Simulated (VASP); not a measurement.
**SmPPt (space group P-6m2): computed properties**

Level of theory: PBEsol GGA, VASP's PBE PAW potentials (set 64) (plane waves; VASP).

```yaml
space_group: P-6m2 (187)
cell: a = b = 4.1111 Å, c = 3.9640 Å, α = β = 90.00°, γ = 120.00°
volume_per_atom: 19.34 Å³/atom
band gap (over mesh and band path): none (metal, semimetal or under 0.01 eV)
hill_bulk_modulus: 137 GPa
hill_shear_modulus: 53.9 GPa
Poisson's ratio: 0.326
band_gap_with_spin_orbit_coupling: none (metallic)
density: 10.77 g/cm³
optical Γ-point spectrum: 60, 103 (×2), 163, 313 (×2) cm⁻¹
C11: 246 GPa
C12: 155 GPa
C13: 85.0 GPa
C33: 158 GPa
C44: 60.7 GPa
C66: 45.3 GPa
```

Space group P-6m2 (No. 187); a = b = 4.111 Å, c = 3.964 Å, α = β = 90.00°, γ = 120.00°

```tsv
atom	site	symmetry	x	y	z
Sm	1a	-6m2	0.0000	0.0000	0.0000
P	1f	-6m2	0.6667	0.3333	0.5000
Pt	1d	-6m2	0.3333	0.6667	0.5000
```

The 4f electrons are frozen in the core of the lanthanide potential, so 4f levels, which can set the real gap, and their magnetism are missing. Finite-difference elastic constants of metals are sensitive to mesh and smearing; shear constants can be off by tens of GPa. Unless said otherwise, spin-orbit coupling is left out, though it shifts the bands of the heavy elements here.

The structure comes from a computed database's SmPPt entry (P-6m2); how it stands against other phases isn't given here. It was relaxed first. Symmetry was kept, so distortions that lower it aren't found.
